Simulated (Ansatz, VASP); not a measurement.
# One calculation of Ba2Tl5V3O12, two programs

```
Ba V Tl O
1.0
     8.15421    0.00000    0.00000
    -4.07711    7.06176    0.00000
     0.00000    0.00000    6.92128
Ba V Tl O
2 3 5 12
Direct
  0.00000 0.00000 0.23552
  0.00000 0.00000 0.76448
  0.50000 0.00000 0.00000
  0.00000 0.50000 0.00000
  0.50000 0.50000 0.00000
  0.50000 0.00000 0.50000
  0.00000 0.50000 0.50000
  0.50000 0.50000 0.50000
  0.33333 0.66667 0.22489
  0.66667 0.33333 0.77511
  0.33890 0.34334 0.81444
  0.65666 0.99556 0.81444
  0.00444 0.66110 0.81444
  0.34334 0.33890 0.18556
  0.99556 0.65666 0.18556
  0.66110 0.00444 0.18556
  0.66110 0.65666 0.18556
  0.34334 0.00444 0.18556
  0.99556 0.33890 0.18556
  0.65666 0.66110 0.81444
  0.00444 0.34334 0.81444
  0.33890 0.99556 0.81444
```

The cell was built by a generator and needn't be a form met in nature.

Alike in both runs: functional PBE; k mesh 4 × 4 × 4; occupations fermi-dirac, width 0.05 eV; collinear spin, ferromagnetic start.

```csv
,VASP,Ansatz
version,VASP 6.6.1,Ansatz 0.2.0
potentials or method,"VASP PAW PBE potentials, release 64 (Ba_sv, V_sv, Tl_d, O)",Ansatz PAW
plane-wave cutoff (eV),520,420
valence electrons in the cell,196,196
task,electrostatic potential,single point
```

VASP gave:

* gap on the k mesh at the Fermi level (eV): none
* pressure (GPa): 0.7
* largest component of the traceless stress (GPa): 0.44
* rms of the force components (eV/Å): 0.025
* net moment per atom (μB): 0.00

Question: What did Ansatz give for the same quantities?

Answer: gap on the k mesh at the Fermi level (eV): none; pressure (GPa): 0.2; largest component of the traceless stress (GPa): 0.47; rms of the force components (eV/Å): 0.023; net moment per atom (μB): 0.00.

Atom by atom the forces differ by 0.032 eV/Å (rms over components). A gap of «none» marks a metal or a gap that the smearing closes.

Caveats: semilocal functionals often make such compounds metallic where correlation or magnetic order opens a gap, which also shifts bond lengths; the pressure holds a Pulay correction of +0.4 GPa for the finite cutoff (Ansatz); the starting moments weren't kept (Ansatz). With open d or f shells a metallic result of PBE can be an artefact of self-interaction; +U or a hybrid may open a gap. Spin-orbit coupling is left out, which matters for the levels of Ba, Tl.
